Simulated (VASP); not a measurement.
# B4Rh3 (Pm-3m) in VASP: relaxation of cell and atoms with PBE

Aim: the relaxation of cell and atoms of B4Rh3 with PBE.

Program: VASP 6.6.1. These are calculated values, not measurements. Logs are shortened: lines on timing, memory, paths and dates and some standing lists are left out, and cuts for length are marked.

## 1. The cell of the first run

It takes space group Pm-3m (No. 221, cubic). Conventional cell: a = 3.869 Å, b = 3.869 Å, c = 3.869 Å, α = 90.00°, β = 90.00°, γ = 90.00°. Around B (site symmetry m-3m) lie 6 Rh at 1.93 Å. B (site symmetry 4/mmm) has 4 Rh at 1.93 Å as nearest neighbours. Around Rh (site symmetry 4/mmm) lie 6 B at 1.93 Å.

The cell was built by a generator and needn't be a form met in nature.

## 2. Relaxation of cell and atoms, PBE (species swapped into the W3N4 type (Pm-3m, No. 221))

Contents of INCAR:

```
ALGO = Normal
EDIFF = 1E-6
EDIFFG = -0.04
ENCUT = 600
GGA = PE
IBRION = 2
ISIF = 3
ISMEAR = 0
LASPH = T
LCHARG = F
LREAL = F
LWAVE = F
NELM = 100
NSW = 90
PREC = Accurate
SIGMA = 0.1
```

Contents of KPOINTS:

```
k-points
0
Gamma
  4 4 4
```

Contents of POSCAR:

```
B4Rh3
1.0
    3.8694375800      0.0000000000      0.0000000000
    0.0000000000      3.8694375800      0.0000000000
    0.0000000000      0.0000000000      3.8694375800
B Rh
4 3
Direct
    0.5000000000      0.5000000000      0.5000000000
    0.5000000000      0.0000000000      0.0000000000
    0.0000000000      0.5000000000      0.0000000000
    0.0000000000      0.0000000000      0.5000000000
    0.5000000000      0.5000000000      0.0000000000
    0.0000000000      0.5000000000      0.5000000000
    0.5000000000      0.0000000000      0.5000000000
```

Potentials or basis: VASP PAW PBE potentials, release 64 (B, Rh_pv).

On the command line:

```sh
$ cat potpaw_PBE.64/B/POTCAR potpaw_PBE.64/Rh_pv/POTCAR > POTCAR
$ mpirun -np 1 vasp_std > vasp.out
```

OUTCAR:

```text
EDIFF = 1E-6
   EDIFFG = -0.04
   ENCUT = 600
   GGA = PE
   IBRION = 2
   ISIF = 3
   ISMEAR = 0
   LASPH = T
   LREAL = F
   NELM = 100
   NSW = 90
   PREC = Accurate

 ion  position               nearest neighbor table
   1  0.500  0.500  0.500-   5 1.93   6 1.93   7 1.93   5 1.93   7 1.93   6 1.93
   2  0.500  0.000  0.000-   5 1.93   7 1.93   7 1.93   5 1.93
   3  0.000  0.500  0.000-   5 1.93   6 1.93   6 1.93   5 1.93
   4  0.000  0.000  0.500-   6 1.93   7 1.93   6 1.93   7 1.93
   5  0.500  0.500  0.000-   1 1.93   2 1.93   3 1.93   1 1.93   2 1.93   3 1.93   6 2.74   7 2.74
                             7 2.74   7 2.74   7 2.74   6 2.74   6 2.74   6 2.74
   6  0.000  0.500  0.500-   1 1.93   3 1.93   4 1.93   3 1.93   4 1.93   1 1.93   5 2.74   7 2.74
                             7 2.74   5 2.74   5 2.74   7 2.74   5 2.74   7 2.74
   7  0.500  0.000  0.500-   1 1.93   2 1.93   4 1.93   2 1.93   1 1.93   4 1.93   5 2.74   6 2.74
                             5 2.74   6 2.74   5 2.74   5 2.74   6 2.74   6 2.74

  LATTYP: Found a simple cubic cell.
 ALAT       =     3.8694375800

  Lattice vectors:

 A1 = (   3.8694375800,   0.0000000000,   0.0000000000)
 A2 = (   0.0000000000,   3.8694375800,   0.0000000000)
 A3 = (   0.0000000000,   0.0000000000,   3.8694375800)

Analysis of symmetry for initial positions (statically):
=====================================================================
 Subroutine PRICEL returns:
 Original cell was already a primitive cell.

 Routine SETGRP: Setting up the symmetry group for a
 simple cubic supercell.

 Subroutine GETGRP returns: Found 48 space group operations
 (whereof 48 operations were pure point group operations)
 out of a pool of 48 trial point group operations.

The static configuration has the point symmetry O_h .

Analysis of symmetry for dynamics (positions and initial velocities):
=====================================================================
 Subroutine PRICEL returns:
 Original cell was already a primitive cell.

 Routine SETGRP: Setting up the symmetry group for a
 simple cubic supercell.

 Subroutine GETGRP returns: Found 48 space group operations
 (whereof 48 operations were pure point group operations)
 out of a pool of 48 trial point group operations.

The dynamic configuration has the point symmetry O_h .

 Subroutine INISYM returns: Found 48 space group operations
 (whereof 48 operations are pure point group operations),
 and found     1 'primitive' translations

----------------------------------------------------------------------------------------

                                     Primitive cell

  volume of cell :      57.9353

  direct lattice vectors                    reciprocal lattice vectors
     3.869437580  0.000000000  0.000000000     0.258435491  0.000000000  0.000000000
     0.000000000  3.869437580  0.000000000     0.000000000  0.258435491  0.000000000
     0.000000000  0.000000000  3.869437580     0.000000000  0.000000000  0.258435491

  length of vectors
     3.869437580  3.869437580  3.869437580     0.258435491  0.258435491  0.258435491

  position of ions in fractional coordinates (direct lattice)
     0.500000000  0.500000000  0.500000000
     0.500000000  0.000000000  0.000000000
     0.000000000  0.500000000  0.000000000
     0.000000000  0.000000000  0.500000000
     0.500000000  0.500000000  0.000000000
     0.000000000  0.500000000  0.500000000
     0.500000000  0.000000000  0.500000000

  ion indices of the primitive-cell ions
   primitive index   ion index
                 1           1
                 2           2
                 3           3
                 4           4
                 5           5
                 6           6
                 7           7

----------------------------------------------------------------------------------------

 KPOINTS: k-points

Automatic generation of k-mesh.
 Grid dimensions read from file:
 generate k-points for:    4    4    4

 Generating k-lattice:

  Cartesian coordinates                     Fractional coordinates (reciprocal lattice)
     0.064608873  0.000000000  0.000000000     0.250000000  0.000000000  0.000000000
     0.000000000  0.064608873  0.000000000     0.000000000  0.250000000  0.000000000
     0.000000000  0.000000000  0.064608873     0.000000000  0.000000000  0.250000000

  Length of vectors
     0.064608873  0.064608873  0.064608873

  Shift w.r.t. Gamma in fractional coordinates (k-lattice)
     0.000000000  0.000000000  0.000000000

 Subroutine IBZKPT returns following result:
 ===========================================

 Found     10 irreducible k-points:

 Following reciprocal coordinates:
            Coordinates               Weight
  0.000000  0.000000  0.000000      1.000000
  0.250000  0.000000  0.000000      6.000000
  0.500000  0.000000  0.000000      3.000000
  0.250000  0.250000  0.000000     12.000000
  0.500000  0.250000  0.000000     12.000000
  0.500000  0.500000  0.000000      3.000000
  0.250000  0.250000  0.250000      8.000000
  0.500000  0.250000  0.250000     12.000000
  0.500000  0.500000  0.250000      6.000000
  0.500000  0.500000  0.500000      1.000000
   k-points           NKPTS =     10   k-points in BZ     NKDIM =     10   number of bands    NBANDS=     34
   number of dos      NEDOS =    301   number of ions     NIONS =      7
   total plane-waves  NPLWV =  32768
   dimension x,y,z NGX =    32 NGY =   32 NGZ =   32
   dimension x,y,z NGXF=    64 NGYF=   64 NGZF=   64
   ions per type =               4   3
   NGX,Y,Z   is equivalent  to a cutoff of  13.75, 13.75, 13.75 a.u.
   NGXF,Y,Z  is equivalent  to a cutoff of  27.50, 27.50, 27.50 a.u.
 SYSTEM =  unknown system
   PREC   = accura    normal or accurate (medium, high low for compatibility)
   ISTART =      0    job   : 0-new  1-cont  2-samecut
   ICHARG =      2    charge: 1-file 2-atom 10-const
   ISPIN  =      1    spin polarized calculation?
   LNONCOLLINEAR =      F non collinear calculations
   LSORBIT =      F    spin-orbit coupling
   LASPH  =      T    aspherical Exc in radial PAW
   ENCUT  =  600.0 eV  44.10 Ry    6.64 a.u.   7.73  7.73  7.73*2*pi/ulx,y,z
   NELM   =    100;   NELMIN=  2; NELMDL= -5     # of ELM steps
   EDIFF  = 0.1E-05   stopping-criterion for ELM
   LREAL  =      F    real-space projection
   EDIFFG = -.4E-01   stopping-criterion for IOM
   NSW    =     90    number of steps for IOM
   IBRION =      2    ionic relax: 0-MD 1-quasi-New 2-CG
   NFREE  =      1    steps in history (QN), initial steepest desc. (CG)
   ISIF   =      3    stress and relaxation
   ISYM   =      2    0-nonsym 1-usesym 2-fastsym
   POTIM  = 0.5000    time-step for ionic-motion
   TEBEG  =    0.0;   TEEND  =   0.0 temperature during run
   PSTRESS=    0.0 pullay stress
   NELECT =      57.0000    total number of electrons
   NUPDOWN=      -1.0000    fix difference up-down
   EMIN   =  10.00;   EMAX   =-10.00  energy-range for DOS
   EFERMI =   0.00;   METHOD = LEGACY
   ISMEAR =     0;   SIGMA  =   0.10  broadening in eV -4-tet -1-fermi 0-gaus
   EFERMI_NEDOS =   21; number of points for ismear=-14 and -15
   IALGO  =     38    algorithm
   IMIX   =      4    mixing-type and parameters
     AMIX     =   0.40;   BMIX     =  1.00
     AMIX_MAG =   1.60;   BMIX_MAG =  1.00
  volume/ion in A,a.u.               =       8.28        55.85
  Fermi-wavevector in a.u.,A,eV,Ry     =   1.628241  3.076929 36.071327  2.651168
  Thomas-Fermi vector in A             =   2.720904
   LORBIT       =      0    0 simple, 1 ext, 2 COOP (PROOUT), +10 PAW based schemes
   GGA     = PE    functional components
   LHFCALC =     F    Hartree Fock is set to
   AEXX    =    0.0000 exact exchange contribution
   IVDW    =     0    specifies the selected vdW correction
   LEPSILON=     F    determine dielectric tensor
   LRPA    =     F    only Hartree local field effects (RPA)
 conjugate gradient relaxation of ions
 non-spin polarized calculation
 Gauss-broadening in eV      SIGMA  =   0.10
  energy-cutoff  :      600.00
  volume of cell :       57.94
 maximum number of plane-waves:      1956
 NGX is ok and might be reduce to    32
   NGX = 15   NGY = 15   NGZ = 15

--------------------------------------- Ionic step        1  -------------------------------------------

 number of electron      57.0000010 magnetization

 Free energy of the ion-electron system (eV)
  ---------------------------------------------------
  ext. energy  EPLUGINS =         0.00000000
  ---------------------------------------------------
  free energy    TOTEN  =       -38.67583111 eV

  energy without entropy =      -38.65900670  energy(sigma->0) =      -38.66741890

 E-fermi :  14.1102     XC(G=0): -14.0521

 val. band max:       14.0801181292   @ k =   0.2500   0.2500   0.2500
 cond. band min:      14.1936340439   @ k =   0.5000   0.2500   0.2500
 fundamental gap:      0.1135159148
 Fermi energy:        14.1102095985

 k-point     1 :       0.0000    0.0000    0.0000
  band No.  band energies     occupation
      1     -35.0560      2.00000
      2     -35.0560      2.00000
      3     -35.0560      2.00000
      4     -34.6795      2.00000
      5     -34.6795      2.00000
      6     -34.6795      2.00000
[... 881 lines left out ...]
 POSITION                                       TOTAL-FORCE (eV/Angst)
 -----------------------------------------------------------------------------------
      2.17617      2.17617      2.17617         0.000000      0.000000      0.000000
      2.17617      0.00000      0.00000        -0.000000      0.000000      0.000000
     -0.00000      2.17617      0.00000        -0.000000      0.000000      0.000000
     -0.00000      0.00000      2.17617        -0.000000      0.000000      0.000000
      2.17617      2.17617      0.00000        -0.000000      0.000000      0.000000
     -0.00000      2.17617      2.17617         0.000000      0.000000      0.000000
      2.17617      0.00000      2.17617        -0.000000      0.000000      0.000000
 -----------------------------------------------------------------------------------
    total drift:                                0.000000     -0.000000     -0.000000

  FREE ENERGIE OF THE ION-ELECTRON SYSTEM (eV)
  ---------------------------------------------------
  free  energy   TOTEN  =       -46.4075004678 eV

  energy  without entropy=      -46.3845291061  energy(sigma->0) =      -46.39601479

--------------------------------------- Ionic step        5  -------------------------------------------

 number of electron      57.0000035 magnetization

 Free energy of the ion-electron system (eV)
  ---------------------------------------------------
  ext. energy  EPLUGINS =         0.00000000
  ---------------------------------------------------
  free energy    TOTEN  =       -46.42451519 eV

  energy without entropy =      -46.40184225  energy(sigma->0) =      -46.41317872

 E-fermi :   8.7074     XC(G=0): -12.2024

 val. band max:        8.5942570713   @ k =   0.5000   0.2500   0.2500
 cond. band min:       8.7111195244   @ k =   0.2500   0.2500   0.2500
 fundamental gap:      0.1168624532
 Fermi energy:         8.7073796409

 k-point     1 :       0.0000    0.0000    0.0000
  band No.  band energies     occupation
      1     -38.7070      2.00000
      2     -38.7070      2.00000
      3     -38.7070      2.00000
      4     -38.6047      2.00000
      5     -38.6047      2.00000
      6     -38.6047      2.00000
[... 372 lines left out ...]
 VOLUME and BASIS-vectors are now :
 -----------------------------------------------------------------------------
  energy-cutoff  :      600.00
  volume of cell :       80.83
      direct lattice vectors                 reciprocal lattice vectors
     4.323779764  0.000000000  0.000000000     0.231279125  0.000000000  0.000000000
    -0.000000000  4.323779764  0.000000000    -0.000000000  0.231279125 -0.000000000
    -0.000000000  0.000000000  4.323779764     0.000000000 -0.000000000  0.231279125

 POSITION                                       TOTAL-FORCE (eV/Angst)
 -----------------------------------------------------------------------------------
      2.16189      2.16189      2.16189         0.000000      0.000000      0.000000
      2.16189      0.00000      0.00000        -0.000000      0.000000      0.000000
     -0.00000      2.16189      0.00000        -0.000000      0.000000      0.000000
     -0.00000      0.00000      2.16189        -0.000000      0.000000      0.000000
      2.16189      2.16189      0.00000        -0.000000      0.000000      0.000000
     -0.00000      2.16189      2.16189         0.000000      0.000000      0.000000
      2.16189      0.00000      2.16189        -0.000000      0.000000      0.000000
 -----------------------------------------------------------------------------------
    total drift:                                0.000000     -0.000000     -0.000000

  FREE ENERGIE OF THE ION-ELECTRON SYSTEM (eV)
  ---------------------------------------------------
  free  energy   TOTEN  =       -46.4245151862 eV

  energy  without entropy=      -46.4018422498  energy(sigma->0) =      -46.41317872

 reached required accuracy - stopping structural energy minimisation
```

Run time: 2.7 min. Hardware: 1 thread of AMD EPYC 7R43 (Zen 3), shared host; peak memory 0.15 GiB.

Results:

| Quantity | Value |
| --- | --- |
| Free energy | -46.4245 eV |
| Relaxed volume | 11.55 Å³/atom |
| Relaxed cell | a = 4.324 Å, b = 4.324 Å, c = 4.324 Å, α = 90.00°, β = 90.00°, γ = 90.00° |
| Space group after relaxing (to 0.05 Å) | Pm-3m (No. 221) |
| Energy gained by relaxing | 1107.0 meV/atom |
| Ionic steps | 5 |
| Pressure after relaxing | 0.4 GPa |
| Band gap on the k mesh | none (metal or under the smearing width) |

The path:
```tsv
step	energy change (eV)	largest force (eV/Å)	pressure (GPa)	volume (Å³)
1	0.0000	0.0000	143.01	57.94
2	3.6625	0.0000	-32.41	144.58
3	-7.4163	0.0000	-8.92	84.98
4	-7.7317	0.0000	-3.69	82.45
5	-7.7487	0.0000	0.41	80.83
```

Final structure:
```yaml
crystal:
  lattice:
    - [4.32378, 0.00000, 0.00000]
    - [0.00000, 4.32378, 0.00000]
    - [0.00000, 0.00000, 4.32378]
  atoms:
    - { symbol: B, position: [0.50000, 0.50000, 0.50000] }
    - { symbol: B, position: [0.50000, 0.00000, 0.00000] }
    - { symbol: B, position: [0.00000, 0.50000, 0.00000] }
    - { symbol: B, position: [0.00000, 0.00000, 0.50000] }
    - { symbol: Rh, position: [0.50000, 0.50000, 0.00000] }
    - { symbol: Rh, position: [0.00000, 0.50000, 0.50000] }
    - { symbol: Rh, position: [0.50000, 0.00000, 0.50000] }
```

Levels at points of the mesh, in eV from the Fermi level:
```csv
k point,band 26,band 27,band 28,band 29,band 30,band 31
"(0.00, 0.00, 0.00)",-1.16,-1.16,-1.16,0.45,0.45,0.45
"(0.50, 0.00, 0.00)",-1.16,-0.82,-0.82,0.28,0.74,0.74
"(0.50, 0.50, 0.00)",-2.33,-1.14,-1.14,1.39,1.39,1.40
"(0.50, 0.50, 0.50)",-1.73,-1.73,-1.73,0.07,0.07,0.07
```

Caveat: the k mesh is coarse (spacing up to 0.41 Å⁻¹), so the values aren't converged; the volume moved by over 15 % at a fixed basis, so the end points are rough.
